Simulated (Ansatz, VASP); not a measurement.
**Ge (Germanium) in two plane-wave programs**

Aim: how closely do two programs agree when they are given the same cell, functional and k mesh? The cell is taken from a series of runs on this material, whose earlier steps may have relaxed, scaled, displaced or heated it; both programs get it as it stands.

Main program and level: Ansatz 0.2.0; plane waves, with VASP 6.6.1 beside it; zone-centre phonons at PBEsol.

## 1. Starting point

It takes space group I4_1/amd (No. 141, tetragonal). The conventional cell has a = 4.093 Å, b = 4.093 Å, c = 5.589 Å, α = 90.00°, β = 90.00°, γ = 90.00°. Nearest to Ge lie 4 Ge at 2.48 Å.

Coordinates:

```cif
data_structure
_symmetry_space_group_name_H-M 'P 1'
_symmetry_Int_Tables_number 1
_cell_length_a 4.0232
_cell_length_b 4.0232
_cell_length_c 4.0935
_cell_angle_alpha 59.421
_cell_angle_beta 59.421
_cell_angle_gamma 61.158
_cell_volume 46.82
loop_
_atom_site_label
_atom_site_type_symbol
_atom_site_fract_x
_atom_site_fract_y
_atom_site_fract_z
_atom_site_occupancy
Ge1 Ge 0.49992 0.49992 0.50004 1
Ge2 Ge 0.75008 0.75008 0.74996 1
```

## 2. Ansatz: zone-centre phonons, PBEsol

Ansatz runs on its PAW soft_1 files.

Second derivatives magnify differences that forces hide, and they need a tight electronic threshold.

Input file input.yaml:

```yaml
crystal:
  lattice:
    - [0.0, 2.8945276812, 2.7943231305]
    - [2.8945276812, 0.0, 2.7943231305]
    - [2.8945276812, 2.8945276812, 0.0]
  atoms:
    - { symbol: Ge, position: [0.4999236928, 0.4999236928, 0.500042588] }
    - { symbol: Ge, position: [0.7500763072, 0.7500763072, 0.749957412] }
kpoints:
  mp_grid: { grid: [12, 12, 12], shift: [0.5, 0.5, 0.5] }
hamiltonian:
  xc: pbesol
  pseudopotentials: { kind: paw, azcp: { folder: soft_1 }, xc_functional: pbe }
scf:
  occupations: { method: gaussian, width: 0.015 }
output:
  eigenvalues: true
phonons:
  method: dfpt
```

On the command line:

```
> ansatz run input.yaml --threads 4 --pin off --max-ram 10240MiB --backend cpu --events-out ev --progress --plain --runs-dir out
```

Numbers of over 12 decimals in the logs are rounded to 6 here.

The program printed:

```text
Engine: ansatz 0.2.0, aarch64-unknown-linux-gnu
Pseudopotentials: kind: paw
Pseudopotential: Ge, paw, valence charge 14, recommended cutoff 420 eV (normal), soft_1/Ge.paw.azcp
Functional definition: PBEsol
  exchange = pbesol_x
  correlation = pbesol_c
Crystal: 2 atoms, lattice volume = 46.823 Å³
Basis set: ecut = 420 eV, 925 PW (Γ), exchange–correlation on 64×64×64 points (8 copies of the dense FFT grid, shifted against one another)
Bands: 18, of which v1, the nominal top of the filled ones, is band 14 counted from 1 (13 counted from 0)
Symmetry: 4 space group operations
k-points: 864 of 1728 (irreducible under 1 space group operation, time reversal used)
Non-local potential: Ge, projectors of the file, l = 0: 2, l = 1: 2, l = 2: 3, l = 3: 1
PAW form: soft (Blöchl's): semilocal exchange-correlation on the pseudo side does not see the compensation charge
PAW frozen core: Ge, regenerated for the run's functional, and the local potential with it (the file was generated under x = pbe(κ = 0.804, μ = 0.219515), c = pbe(β = 0.066725))
PAW one-centre angular grid: Ge, 590 points (default); XC on 64 Gauss nodes
Initial density: superposition of atomic densities (chi_scale 0.1, normalization cell)
Initial wavefunctions: pseudopotential atomic-orbital guess
Functional: x = pbesol(κ = 0.804, μ = 0.123457), c = pbesol(β = 0.046)
SCF iter   1: F=—  HF=-8507.059853 eV  |F-HF|=—  |Δ(HF+E_count)|=         —  Δρ=3.37e-2  dr2=4.23e-1  ethr=3.10e-3  ⟨swp⟩=6.0  Hψ=71485  notcnv=0
preconditioner: auto → none  [insulator: Δε(μ)=0.062 eV  Ē_g=23.135 eV  σ=0.015 eV  W_gap=1.00  n_scr=14 (ndim 8)  ℏωp=28.7 eV  f_vac=0.000  D(μ)=0.00/eV (n_scr^D=0)  ε∞_Penn≈2.5]
SCF iter   2: F=—  HF=-8507.000555 eV  |F-HF|=—  |Δ(HF+E_count)|=   5.93e-2  Δρ=1.62e-2  dr2=8.13e-2  ethr=1.51e-3  ⟨swp⟩=2.0  Hψ=25460  notcnv=0
SCF iter   3: F=—  HF=-8506.993806 eV  |F-HF|=—  |Δ(HF+E_count)|=   6.75e-3  Δρ=1.35e-3  dr2=2.28e-4  ethr=2.90e-4  ⟨swp⟩=2.3  Hψ=20501  notcnv=0
SCF iter   4: F=—  HF=-8506.994038 eV  |F-HF|=—  |Δ(HF+E_count)|=   2.32e-4  Δρ=1.09e-4  dr2=3.49e-6  ethr=8.13e-7  ⟨swp⟩=2.0  Hψ=27399  notcnv=0
SCF iter   5: F=—  HF=-8506.994041 eV  |F-HF|=—  |Δ(HF+E_count)|=   3.38e-6  Δρ=9.65e-5  dr2=3.37e-6  ethr=1.25e-8  ⟨swp⟩=2.0  Hψ=27650  notcnv=0
SCF iter   6: F=—  HF=-8506.994036 eV  |F-HF|=—  |Δ(HF+E_count)|=   5.39e-6  Δρ=1.27e-5  dr2=7.31e-8  ethr=1.20e-8  ⟨swp⟩=2.0  Hψ=27648  notcnv=0
SCF iter   7: F=—  HF=-8506.994036 eV  |F-HF|=—  |Δ(HF+E_count)|=   4.88e-7  Δρ=2.27e-6  dr2=1.88e-9  ethr=2.61e-10  ⟨swp⟩=2.0  Hψ=27649  notcnv=0
SCF iter   8: F=—  HF=-8506.994036 eV  |F-HF|=—  |Δ(HF+E_count)|=   1.00e-9  Δρ=2.32e-7  dr2=1.77e-11  ethr=6.71e-12  ⟨swp⟩=2.0  Hψ=27648  notcnv=0
SCF iter   9: F=-8506.994036 eV  HF=-8506.994036 eV  |F-HF|=0.00e0  |Δ(HF+E_count)|=  1.27e-11  Δρ=3.33e-8  dr2=5.82e-13  ethr=1.00e-12  ⟨swp⟩=5.0  Hψ=60712  notcnv=0
SCF 1 converged in 9 iterations: F = -8506.994036 eV  dr2 = 5.82e-13
  greatest PAW one-centre occupation: 0.998 electrons in one spin orbital (limit 2), on the Ge atom at site 1 (counted from 0), in its partial waves of l = 2
DFPT response loops at Γ: preconditioner auto → Kerker (q_TF=auto, 2.504 Å⁻¹) (partly filled bands, converged f_vac=0.068); β = 1.00, the filter's whole step (`scf.mixing.beta` (0.50) is not read by the response loops under this deck's `scf.mixing.preconditioner`; to damp them name `kerker` or `kerker_dos`, under which they read `scf.mixing.beta`, and type it under 1.00, their step now; both keys bind the ground state too); Broyden in place of MSR1
SCF converged after 9 iterations
Free energy (F): -8506.994036 eV
Harris-Foulkes:  -8506.994036 eV  (|F-HF|=0.00e0)
Internal energy: -8506.994024 eV  (E = F + TS)
E sigma→0 (E₀):  -8506.994030 eV
Entropy (-TS):   -0.000012 eV (-0.006 meV/atom)
Fermi energy:    7.994418 eV
--- Per-component energies (eV) ---
  E_band       = -314.334661
  E_kinetic    = 184.925633
  E_local      = -4551.133148  (includes V_loc(G=0)·N_el)
  E_nonlocal   = 438.350011
  E_hartree    = 2163.012329
  E_xc         = -141.823679
  E_vxc        = -129.832226  (∫ρ·V_xc dr)
  E_paw        = -3944.414526  (= ΣΔE_a)
  E_vpaw       = -582.669623  (= ΣTr[D̂ρ^β])
  E_aug_tail   = 0.000029  (compensation charges beyond the density's cutoff)
  E_ewald      = -2657.746548
  E_core_change = 1.835876  (= ΣΔE_core)
  E_smearing   = -0.000012  (= −TS)
  E_closure    = 0.000000  (closes the sum)
  Σ components = -8506.994036   (vs F -8506.994036, Δ=0.00e0)
--- Band table (eV; the first three rows and the last of 864) ---
  k-point 0: bands = [... 10 lower, -4.5449, 7.0776, 7.8408, 8.0047, 8.4248, 10.4341, 10.6062, 10.6215]
  k-point 1: bands = [... 10 lower, -4.4373, 5.9449, 7.6062, 7.7577, 8.9426, 10.7200, 10.8311, 11.0974]
  k-point 2: bands = [... 10 lower, -4.1692, 4.4747, 7.1598, 7.4347, 8.9130, 11.1060, 11.3754, 12.2036]
  k-point 863: bands = [... 10 lower, -2.5386, 0.5134, 6.2578, 6.6840, 8.2398, 11.5292, 11.8387, 15.0282]
--- Phonons (Γ-DFPT): 2 representative perturbations + reference, on 864 of 1728 k-points (Σ response iterations 6) ---
  k mesh reduced under 1 symmetry operation, with k and −k counted as one. Each operation leaves every solved perturbation unchanged. A smaller set is not used because it would not reduce the number of displacements times k-points to solve
  ASR residual: 1.882e-5 → 0.000e0 eV/Å²; symmetrization residual: 2.775e-6 eV/Å²
  ASR residual per site (eV/Å²): 1.88e-5 1.88e-5
  Γ frequencies (cm⁻¹): 0.00 0.00 0.00 273.89 277.32 280.79
  non-analytic LO–TO correction: not included (Born effective charges unavailable; polar crystals: no LO–TO splitting at Γ)
```

(Continued in part 2 of 3.)

[Lines on the potential files, build, host, timing and source positions are cut from VASP's logs without a mark.]

[Logs are printed without paths, hosts, clocks, repeated set-up lines and the standing remarks that a program may print on its own settings, such as how far it seeks lower states.]

[Hosts, paths, dates, database ids (printed as entryN), source tags and the programs' standing remarks are cut or masked in the printed files.]
